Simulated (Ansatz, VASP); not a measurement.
# Cross-check of PtWAu (PtWAu in the AlB2 type) between VASP and Ansatz, part 2 of 2

Wanted: the spread between two codes on one cell, functional and k mesh. The cell is generated by rule, not measured, and may not be a known phase. The cell is taken from a series of runs on this material, whose earlier steps may have relaxed, scaled, displaced or heated it; both programs get it as it stands.

VASP 6.6.1 and Ansatz 0.2.0.

So far: Set-up; VASP: relaxation of cell and atoms, PBE, pair 1; Ansatz: relaxation of cell and atoms, PBE, pair 1; Comparison.

**5. VASP: relaxation of cell and atoms, PBE, pair 2**

Level of this step: PBE; plane waves and PAW (W, Au, Pt); invented cell (VASP).

The relaxed volume is the usual yardstick between codes: in a stiff, nearly cubic crystal its relative difference is about their pressure difference at one cell divided by the bulk modulus.

Contents of INCAR:

```
SYSTEM = PtWAu
PREC = Accurate
ENCUT = 600
EDIFF = 1E-07
NELM = 120
ISMEAR = 0
SIGMA = 0.1
LREAL = .FALSE.
ALGO = Normal
GGA = PE
NBANDS = 19
LASPH = .TRUE.
LORBIT = 11
LWAVE = .FALSE.
LCHARG = .FALSE.
ISIF = 3
IBRION = 2
NSW = 80
EDIFFG = -0.005
GGA_COMPAT = .FALSE.
NELMIN = 4
KPAR = 2
```

Contents of POSCAR:

```
PtWAu
1.0
    4.5470510000      0.0000000000      0.0000000000
   -2.2735250000      3.9378620000      0.0000000000
    0.0000000000      0.0000000000      2.7168300000
W Au Pt
1 1 1
Direct
    0.0000000000      0.0000000000      0.0000000000
    0.3333332177      0.6666665820      0.5000000000
    0.6666665624      0.3333334180      0.5000000000
```

Contents of KPOINTS:

```
Automatic mesh
0
Gamma
9 9 10
0 0 0
```

The projector-augmented-wave data sets are W, Au and Pt (PBE family, release 64).

Run with:

```bash
$ mpirun -np 2 vasp_std
```

Numbers of over 12 decimals in the logs are rounded to 6 here.

Log:

```text
[... set-up lines as in an earlier step ...]
 entering main loop
       N       E                     dE             d eps       ncg     rms          rms(c)
DAV:   1     0.159606879232E+03    0.15961E+03   -0.14423E+04  2760   0.148E+03
DAV:   2    -0.174175418399E+02   -0.17702E+03   -0.16956E+03  3019   0.326E+02
DAV:   3    -0.237543037013E+02   -0.63368E+01   -0.61641E+01  3344   0.572E+01
DAV:   4    -0.238415743449E+02   -0.87271E-01   -0.87029E-01  3010   0.675E+00
[...]
DAV:  13    -0.219164223660E+02   -0.19014E-06   -0.13029E-05  3086   0.336E-02    0.470E-03
DAV:  14    -0.219164221887E+02    0.17728E-06   -0.51194E-07  2951   0.655E-03    0.136E-03
DAV:  15    -0.219164222140E+02   -0.25285E-07   -0.42057E-08  1548   0.154E-03
   1 F= -.21916422E+02 E0= -.21913919E+02  d E =-.219164E+02
[...]
N       E                     dE             d eps       ncg     rms          rms(c)
DAV:   1    -0.220111878174E+02   -0.94766E-01   -0.18119E+00  2736   0.120E+01    0.215E+00
[...]
2 F= -.21909833E+02 E0= -.21907360E+02  d E =0.658896E-02
 trial-energy change:    0.006589  1 .order    0.006788   -0.007687    0.021263
 step:   0.2737(harm=  0.2655)  dis= 0.00000  next Energy=   -21.917478 (dE=-0.106E-02)
[...]
N       E                     dE             d eps       ncg     rms          rms(c)
DAV:   1    -0.219706124417E+02   -0.60779E-01   -0.95622E-01  2736   0.875E+00    0.154E+00
DAV:   2    -0.219400639706E+02    0.30548E-01   -0.38879E-01  3150   0.509E+00    0.150E+00
DAV:   3    -0.219190602279E+02    0.21004E-01   -0.11060E-01  3198   0.256E+00    0.538E-01
DAV:   4    -0.219175617463E+02    0.14985E-02   -0.95238E-03  2820   0.829E-01    0.273E-01
DAV:   5    -0.219174758154E+02    0.85931E-04   -0.83000E-04  2965   0.337E-01    0.183E-01
DAV:   6    -0.219174910052E+02   -0.15190E-04   -0.15151E-04  2777   0.964E-02    0.842E-03
DAV:   7    -0.219174901343E+02    0.87086E-06   -0.64434E-06  3359   0.173E-02    0.324E-03
DAV:   8    -0.219174902878E+02   -0.15348E-06   -0.20246E-07  2196   0.389E-03    0.150E-03
DAV:   9    -0.219174902615E+02    0.26250E-07   -0.36140E-08  1464   0.151E-03
   3 F= -.21917490E+02 E0= -.21914998E+02  d E =-.106805E-02
[...]
reached required accuracy - stopping structural energy minimisation
```

Parts of OUTCAR (step 5):

```text
  Total        0.0011924      0.0011924      0.0045638      0.0000000      0.0000000      0.0000000
  in kB        0.0394785      0.0394785      0.1511022      0.0000000      0.0000000      0.0000000
  external PRESSURE =       0.0766864 kB  Pullay stress =       0.0000000 kB

 POSITION                                       TOTAL-FORCE (eV/Angst)
 -----------------------------------------------------------------------------------
      0.00000     -0.00000      0.00000         0.000000      0.000000      0.000000
     -0.00000      2.62067      1.35598        -0.000000      0.000000      0.000000
      2.26957      1.31034      1.35598        -0.000000     -0.000000      0.000000
 -----------------------------------------------------------------------------------
    total drift:                                0.000273      0.000031      0.000000

  FREE ENERGIE OF THE ION-ELECTRON SYSTEM (eV)
  ---------------------------------------------------
  free  energy   TOTEN  =       -21.9174902615 eV

  energy  without entropy=      -21.9125047585  energy(sigma->0) =      -21.91499751

[... 1 part as in an earlier step ...]

[... 3 further parts left out ...]
[key lines of the parts left out:]
E-fermi :   9.8880
```

**6. Ansatz: relaxation of cell and atoms, PBE, pair 2**

The same cell, functional, mesh and smearing now go to Ansatz, which takes its cutoff from its data sets.

The cell is taken from a series of runs on this material, whose earlier steps may have relaxed, scaled, displaced or heated it; both programs get it as it stands.

Contents of input.yaml:

```yaml
crystal:
  lattice:
    - [4.5470508157, 0.0, 0.0]
    - [-2.2735254079, 3.9378615187, 0.0]
    - [0.0, 0.0, 2.7168296292]
  atoms:
    - { symbol: W, position: [0.0, 0.0, 0.0] }
    - { symbol: Au, position: [0.3333333333, 0.6666666667, 0.5] }
    - { symbol: Pt, position: [0.6666666667, 0.3333333333, 0.5] }
kpoints:
  mp_grid: { grid: [9, 9, 10] }
hamiltonian:
  xc: pbe
  pseudopotentials: { kind: paw, azcp: { folder: soft_1 } }
scf:
  occupations: { method: gaussian, width: 0.1 }
output:
  forces: true
  stress: true
  eigenvalues: true
relax:
  adjacent_minimum: "off"
  f_tol: 0.005
  max_steps: 80
  cell: { stress_tol: 0.05 }
```

Run with:

```bash
$ ansatz run input.yaml --threads 4 --pin off --max-ram 12288MiB --backend cpu --events-out ev --progress --plain --runs-dir out
```

Log:

```text
[...]
Crystal: 3 atoms, lattice volume = 48.647 Å³
Basis set: ecut = 420 eV, 951 PW (Γ), exchange–correlation on 64×64×40 points (8 copies of the dense FFT grid, shifted against one another)
Bands: 31, of which v1, the nominal top of the filled ones, is band 26 counted from 1 (25 counted from 0)
Symmetry: 12 space group operations
[...]
k-points: 72 of 810 (time reversal used)
[...]
--- Relaxed structure (4 steps of the walk, 3 accepted, 1 SCFs on fresh bases) ---
[...]
cell:  # Å, volume = 48.6746 Å³
    - [4.546143, 2.8861729473756646e-11, 0]
    - [-2.273072, 3.937076, 0]
    - [0, 0, 2.719478]
  atoms:
    - { symbol: W, position: [0, 0, 0] }
    - { symbol: Au, position: [0.333333, 0.666667, 0.5] }
    - { symbol: Pt, position: [0.666667, 0.333333, 0.5] }
[key lines of the parts left out:]
SCF converged after 7 iterations
Free energy (F): -36061.460471 eV
Fermi energy:    22.225872 eV
P = ⅓ Tr σ = -0.0473 GPa (-0.473 kbar)
```

**7. Comparison**

What differs besides the data sets and the points named for the pairs above, as far as they apply: the data sets hold 51 valence electrons in Ansatz (on its PAW soft_1 files) and 27 in VASP. Total energies have different zeros and are not compared.

Compared:

| quantity | Ansatz | VASP | difference |
| --- | --- | --- | --- |
| volume (Å³) | 48.67 | 48.39 | +0.59 % |
| edge a after relaxation, in the typed setting (Å) | 4.546 | 4.539 | +0.15 % |
| edge c after relaxation, in the typed setting (Å) | 2.720 | 2.712 | +0.28 % |

**8. VASP: zone-centre phonons, PBE**

Second derivatives magnify differences that forces hide, and they need a tight electronic threshold.

Contents of INCAR:

```
SYSTEM = PtWAu
PREC = Accurate
ENCUT = 600
EDIFF = 1E-08
NELM = 120
ISMEAR = 1
SIGMA = 0.2
LREAL = .FALSE.
ALGO = Normal
GGA = PE
NBANDS = 19
LASPH = .TRUE.
LORBIT = 11
LWAVE = .FALSE.
LCHARG = .FALSE.
ISIF = 2
IBRION = 8
GGA_COMPAT = .FALSE.
KPAR = 2
```

Contents of POSCAR:

```
PtWAu
1.0
    4.5466644388      0.0000000000      0.0000000000
   -2.2733322194      3.9375269065      0.0000000000
    0.0000000000      0.0000000000      2.7197336176
W Au Pt
1 1 1
Direct
    0.0000000000      0.0000000000      0.0000000000
    0.3333333333      0.6666666667      0.5000000000
    0.6666666667      0.3333333333      0.5000000000
```

Contents of KPOINTS:

```
Automatic mesh
0
Gamma
4 4 6
0 0 0
```

Run with:

```bash
$ mpirun -np 2 vasp_std
```

Log:

```text
[... set-up lines as in an earlier step ...]
 entering main loop
       N       E                     dE             d eps       ncg     rms          rms(c)
DAV:   1     0.161316756445E+03    0.16132E+03   -0.14300E+04   608   0.147E+03
DAV:   2    -0.174116159139E+02   -0.17873E+03   -0.17132E+03   684   0.325E+02
DAV:   3    -0.238065718130E+02   -0.63950E+01   -0.62121E+01   749   0.563E+01
DAV:   4    -0.238931950162E+02   -0.86623E-01   -0.86522E-01   662   0.625E+00
[...]
DAV:  15    -0.219843429938E+02    0.66483E-07   -0.17541E-08   399   0.949E-04    0.291E-04
DAV:  16    -0.219843430068E+02   -0.13029E-07   -0.16849E-09   349   0.397E-04    0.114E-04
DAV:  17    -0.219843430012E+02    0.56878E-08   -0.23698E-10   337   0.123E-04
   1 F= -.21984343E+02 E0= -.21986983E+02  d E =0.792087E-02
 Linear response reoptimize wavefunctions to high precision
DAV:   1    -0.219843429991E+02    0.20304E-08   -0.56771E-11   352   0.632E-05
DAV:   2    -0.219843429991E+02    0.19554E-10   -0.15556E-11   331   0.286E-05
 Linear response DOF=           6
 Linear response progress:
[...]
RMM:  13    -0.262227236533E+00   -0.85632E-07   -0.16436E-08  2533   0.325E-05    0.242E-06
RMM:  14    -0.262227265792E+00   -0.29259E-07   -0.22577E-08  2597   0.276E-05    0.309E-07
RMM:  15    -0.262227264953E+00    0.83893E-09   -0.85320E-09  1463   0.247E-05    0.133E-07
 first order change of Fermi-energy   0.67911E-04
 force on displaced ion       3 direction 1 : -14.766   0.011   0.000
 Linear response progress:
  Degree of freedom:   6/  6
       N       E                     dE             d eps       ncg     rms          rms(c)
RMM:   1    -0.236823638035E+00   -0.23682E+00   -0.25620E-01  1145   0.313E+00
RMM:   2    -0.232683456050E+00    0.41402E-02   -0.36985E-03  1039   0.418E-01    0.143E-01
RMM:   3    -0.231964846953E+00    0.71861E-03   -0.49665E-04  1000   0.132E-01    0.765E-02
RMM:   4    -0.231714562484E+00    0.25028E-03   -0.68423E-04  1068   0.134E-01    0.191E-02
[...]
RMM:  12    -0.231598348491E+00   -0.36921E-07   -0.94350E-08  1144   0.299E-05    0.795E-06
RMM:  13    -0.231598408410E+00   -0.59919E-07   -0.17712E-08  1089   0.247E-05    0.171E-06
RMM:  14    -0.231598413098E+00   -0.46882E-08   -0.61712E-09  1085   0.197E-05    0.619E-07
 first order change of Fermi-energy   0.74277E-03
 force on displaced ion       3 direction 3 :   0.000  -0.000  -2.204
 Linear response finished
```

From OUTCAR (step 8):

```text
  Total       -0.4598045     -0.4598045     -0.7044984      0.0000000      0.0000000      0.0000000
  in kB      -15.1300728    -15.1300728    -23.1818348      0.0000000      0.0000000      0.0000000
  external PRESSURE =     -17.8139935 kB  Pullay stress =       0.0000000 kB

 POSITION                                       TOTAL-FORCE (eV/Angst)
 -----------------------------------------------------------------------------------
      0.00000      0.00000      0.00000        -0.000000      0.000000      0.000000
     -0.00000      2.62502      1.35987         0.000000      0.000000      0.000000
      2.27333      1.31251      1.35987         0.000000      0.000000      0.000000
 -----------------------------------------------------------------------------------
    total drift:                               -0.000000      0.000000     -0.000000

[... 2 further parts left out ...]
```

The k-mesh is coarse for a metal.

**9. Ansatz: zone-centre phonons, PBE**

The same cell, functional, mesh and smearing now go to Ansatz, which takes its cutoff from its data sets.

The cell is taken from a series of runs on this material, whose earlier steps may have relaxed, scaled, displaced or heated it; both programs get it as it stands.

Contents of input.yaml:

```yaml
crystal:
  lattice:
    - [4.5466644388, 0.0, 0.0]
    - [-2.2733322194, 3.9375269065, 0.0]
    - [0.0, 0.0, 2.7197336176]
  atoms:
    - { symbol: W, position: [0.0, 0.0, 0.0] }
    - { symbol: Au, position: [0.3333333333, 0.6666666667, 0.5] }
    - { symbol: Pt, position: [0.6666666667, 0.3333333333, 0.5] }
kpoints:
  mp_grid: { grid: [4, 4, 6] }
hamiltonian:
  xc: pbe
  pseudopotentials: { kind: paw, azcp: { folder: soft_1 } }
scf:
  occupations: { method: methfessel_paxton, width: 0.2 }
output:
  eigenvalues: true
phonons:
  method: dfpt
  qmesh: [2, 2, 2]
  temperatures: { t_max: 1000, t_step: 50 }
  qpath:
    path:
      - [[0.0, 0.0, 0.0], [0.5, 0.0, 0.0], [0.33333333, 0.33333333, 0.0], [0.0, 0.0, 0.0], [0.0, 0.0, 0.5], [0.5, 0.0, 0.5], [0.33333333, 0.33333333, 0.5], [0.0, 0.0, 0.5]]
      - [[0.5, 0.0, 0.5], [0.5, 0.0, 0.0]]
      - [[0.33333333, 0.33333333, 0.5], [0.33333333, 0.33333333, 0.0]]
    npoints: 10
```

Run with:

```bash
$ ansatz run input.yaml --threads 4 --pin off --max-ram 12288MiB --backend cpu --events-out ev --progress --plain --runs-dir out
```

Log:

```text
[...]
Crystal: 3 atoms, lattice volume = 48.690 Å³
Basis set: ecut = 420 eV, 951 PW (Γ), exchange–correlation on 64×64×40 points (8 copies of the dense FFT grid, shifted against one another)
Bands: 31, of which v1, the nominal top of the filled ones, is band 26 counted from 1 (25 counted from 0)
Symmetry: 12 space group operations
k-points: 16 of 96 (time reversal used)
[...]
largest difference from the sums on the solved wave vectors: F 2.90e-2 eV, S 6.08e-5 and C_V 3.18e-5 eV/K
  zero-point energy: 0.069031 eV/cell   skipped modes (ω ≤ 0): 7, of them read as no rigid motion or as one in doubt: 4 (5.859e-3 modes/cell left out, lowest -10.26 cm⁻¹)   left out of the sums: 7.05e-4 of the cell's modes: C_V's classical limit lies that fraction below 3 k_B per atom; for a crystal, a wire or a layer, F and S can be off by more, and a phonons.interpolated_qmesh denser along its periods is the remedy for the sampling
[key lines of the parts left out:]
SCF converged after 11 iterations
Free energy (F): -36061.529975 eV
Fermi energy:    22.330746 eV
```

**10. Comparison**

What differs besides the data sets and the points named for the pairs above, as far as they apply: VASP's run holds the zone centre alone; the data sets hold 51 valence electrons in Ansatz (on its PAW soft_1 files) and 27 in VASP. Total energies have different zeros and are not compared.

Both answers:

| quantity | Ansatz | VASP | difference |
| --- | --- | --- | --- |
| optical mode 1 (cm⁻¹) | 55.1 | 54.3 | +1.44 % |
| optical mode 2 (cm⁻¹) | 82.2 | 80.3 | +2.31 % |
| optical mode 3 to 4 (cm⁻¹) | 119.2 | 116.5 | +2.30 % |
| optical mode 5 to 6 (cm⁻¹) | 197.9 | 196.5 | +0.69 % |

Modes are paired by rising frequency, not by their patterns, so a pair may set unlike modes beside each other; they are those without the splitting of longitudinal modes.

**11. Summary of results**

* difference in volume (relaxation of cell and atoms, PBE, pair 1): 0.56 %
* difference in volume (relaxation of cell and atoms, PBE, pair 2): 0.59 %
* r.m.s. difference of the optical zone-centre modes, each program's sorted by frequency (zone-centre phonons, PBE): 1.9 cm⁻¹
* difference in optical mode 2 (zone-centre phonons, PBE): +2.3 %

**Reading.** The difference in volume is 0.59 % (relaxation of cell and atoms, PBE, pair 2), within the 1.2 % picked in this series as the mark of a large difference, as far as the stopping tolerances let one tell. The data sets hold unlike numbers of valence electrons (51 in Ansatz and 27 in VASP), so part of the differences comes from the potentials. Among the rows given in per cent, the largest difference of the zone-centre phonons, PBE pair is in optical mode 2, +2.3 %. VASP runs on this material, other cells of it included, that failed, so that no pair exists: relaxation of cell and atoms, PBE (crashed). How closely two codes agree says nothing of how well the functional describes the real material.

[Lines on the potential files, build, host, timing and source positions are cut from VASP's logs without a mark.]

[Logs are printed without paths, hosts, clocks, repeated set-up lines and the standing remarks that a program may print on its own settings, such as how far it seeks lower states.]

[Hosts, paths, dates, database ids (printed as entryN), source tags and the programs' standing remarks are cut or masked in the printed files.]
